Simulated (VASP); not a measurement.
An input for Quantum ESPRESSO's pw.x (written as the equivalent of a VASP run, and not itself run):

```
&CONTROL
  calculation = 'vc-relax'
  pseudo_dir = './pseudo'
  outdir = './out'
  tprnfor = .true.
  tstress = .true.
  nstep = 60
  forc_conv_thr = 0.00039
/
&SYSTEM
  ibrav = 0
  nat = 2
  ntyp = 2
  ecutwfc = 84
  occupations = 'smearing'
  smearing = 'methfessel-paxton'
  degauss = 0.00735
  input_dft = 'vdw-df-obk8'
/
&ELECTRONS
  conv_thr = 7.3e-08
  electron_maxstep = 100
/
&IONS
/
&CELL
/
ATOMIC_SPECIES
  V 50.941 V.upf
  N 14.007 N.upf
CELL_PARAMETERS angstrom
     0.0000000    2.0700000    2.0700000
     2.0700000    0.0000000    2.0700000
     2.0700000    2.0700000    0.0000000
ATOMIC_POSITIONS crystal
  V    0.0000000  0.0000000  0.0000000
  N    0.5000000  0.5000000  0.5000000
K_POINTS automatic
  14 14 14 0 0 0
```

Translate this input to VASP (INCAR, KPOINTS, POSCAR, choice of POTCAR).

This is not unique; one that fits is 
### KPOINTS
```
Automatic mesh
0
Gamma
14 14 14
0 0 0
```

**INCAR**
```
AGGAC  =  0.0
ALGO  =  Normal
EDIFF  =  1E-6
EDIFFG  =  -0.01
ENCUT  =  520
GGA  =  BO
IBRION  =  2
ISIF  =  3
ISMEAR  =  1
LASPH  =  .TRUE.
LCHARG  =  .FALSE.
LMAXMIX  =  4
LREAL  =  .FALSE.
LUSE_VDW  =  .TRUE.
LWAVE  =  .FALSE.
NELM  =  100
NSW  =  60
PARAM1  =  0.1833333333
PARAM2  =  0.22
PREC  =  Accurate
SIGMA  =  0.1
SYSTEM  =  VN
```

File POSCAR:
```
VN
1
    0.0000000000     2.0700000000     2.0700000000
    2.0700000000     0.0000000000     2.0700000000
    2.0700000000     2.0700000000     0.0000000000
V N
1 1
Direct
  0.0000000000   0.0000000000   0.0000000000
  0.5000000000   0.5000000000   0.5000000000
```

POTCAR, in this order: V_sv N (PBE.64 set). Program: vasp_std.

What does not carry over: the potentials are each code's own (VASP's PAW set, PseudoDojo norm-conserving files in pw.x), so ENCUT and ecutwfc are chosen apart and not converted; conv_thr bounds pw.x's estimated SCF error, while EDIFF bounds the energy change between steps; forc_conv_thr acts on force components and is met together with etot_conv_thr.

The compound is VN in the rock salt structure, which distorts at low temperature. This run relaxes it. Symmetry was kept, so distortions that lower it aren't found.
